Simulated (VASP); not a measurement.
Calculation: PBE GGA, VASP's PBE PAW potentials (set 64) (plane waves; VASP).

VASP input:

File KPOINTS:
```
Automatic mesh
0
Gamma
8 8 8
0 0 0
```

INCAR:
```
SYSTEM = CdSe
PREC = Accurate
ENCUT = 400
EDIFF = 1E-7
NELM = 100
ALGO = Normal
LREAL = .FALSE.
LASPH = .TRUE.
ISMEAR = -5
GGA = PE
LMAXMIX = 4
LWAVE = .FALSE.
LCHARG = .TRUE.
LORBIT = 11
NEDOS = 601
ISIF = 2
```

File POSCAR:
```
CdSe
4.3758150
  0.0000000000   0.7071068145   0.7071068145
  0.7071068145   0.0000000000   0.7071068145
  0.7071068145   0.7071068145   0.0000000000
Cd Se
1 1
Cartesian
  0.0000000000   0.0000000000   0.0000000000
  0.3535534073   0.3535534073   0.3535534073
```

POTCAR, in this order: Cd Se (PBE.64 set). Program: vasp_std.

The run wrote:

OSZICAR:
```
       N       E                     dE             d eps       ncg     rms          rms(c)
DAV:   1     0.956461834919E+02    0.95646E+02   -0.77408E+03   762   0.100E+03
DAV:   2    -0.176290931896E+01   -0.97409E+02   -0.94067E+02   894   0.265E+02
DAV:   3    -0.585848655129E+01   -0.40956E+01   -0.40840E+01   839   0.570E+01
DAV:   4    -0.588086552103E+01   -0.22379E-01   -0.22377E-01   869   0.405E+00
DAV:   5    -0.588100960086E+01   -0.14408E-03   -0.14408E-03   854   0.295E-01    0.586E+00
DAV:   6    -0.551599269074E+01    0.36502E+00   -0.68586E-01   985   0.105E+01    0.463E+00
DAV:   7    -0.549521950791E+01    0.20773E-01   -0.15690E-01   809   0.298E+00    0.204E+00
DAV:   8    -0.549595231928E+01   -0.73281E-03   -0.13811E-02   789   0.171E+00    0.238E-01
DAV:   9    -0.549610988064E+01   -0.15756E-03   -0.19154E-03   854   0.632E-01    0.480E-02
DAV:  10    -0.549618398638E+01   -0.74106E-04   -0.21694E-04   819   0.210E-01    0.460E-02
DAV:  11    -0.549623308069E+01   -0.49094E-04   -0.86855E-05   769   0.720E-02    0.151E-02
DAV:  12    -0.549623191336E+01    0.11673E-05   -0.67829E-06   888   0.371E-02    0.470E-03
DAV:  13    -0.549623265001E+01   -0.73665E-06   -0.23916E-06   769   0.112E-02    0.314E-03
DAV:  14    -0.549623265355E+01   -0.35338E-08   -0.67649E-08   647   0.202E-03
   1 F= -.54962327E+01 E0= -.54962327E+01  d E =0.000000E+00
```

OUTCAR:
```
------------------------ aborting loop because EDIFF is reached ----------------------------------------
  FORCE on cell =-STRESS in cart. coord.  units (eV):
  Direction    XX          YY          ZZ          XY          YZ          ZX
  --------------------------------------------------------------------------------------
  Total        0.0173388      0.0173388      0.0173388      0.0000000      0.0000000     -0.0000000
  in kB        0.4688864      0.4688864      0.4688864      0.0000000      0.0000000     -0.0000000
  external PRESSURE =       0.4688864 kB  Pullay stress =       0.0000000 kB
  volume of cell :       59.25
      direct lattice vectors                 reciprocal lattice vectors
     0.000000000  3.094168606  3.094168606    -0.161594297  0.161594297  0.161594297
     3.094168606  0.000000000  3.094168606     0.161594297 -0.161594297  0.161594297
     3.094168606  3.094168606  0.000000000     0.161594297  0.161594297 -0.161594297
  FREE ENERGIE OF THE ION-ELECTRON SYSTEM (eV)
  ---------------------------------------------------
  free  energy   TOTEN  =        -5.4962326535 eV

  energy  without entropy=       -5.4962326535  energy(sigma->0) =       -5.49623265

 total charge

# of ion       s       p       d       tot
------------------------------------------
    1        0.438   0.287   9.550  10.275
    2        1.446   2.370   0.019   3.835
--------------------------------------------------
tot          1.884   2.657   9.569  14.110
```
(Selected blocks of OUTCAR.)

The structure was generated: CdSe was put into the zinc blende type (F-43m), which need not be its known phase. It was relaxed first.
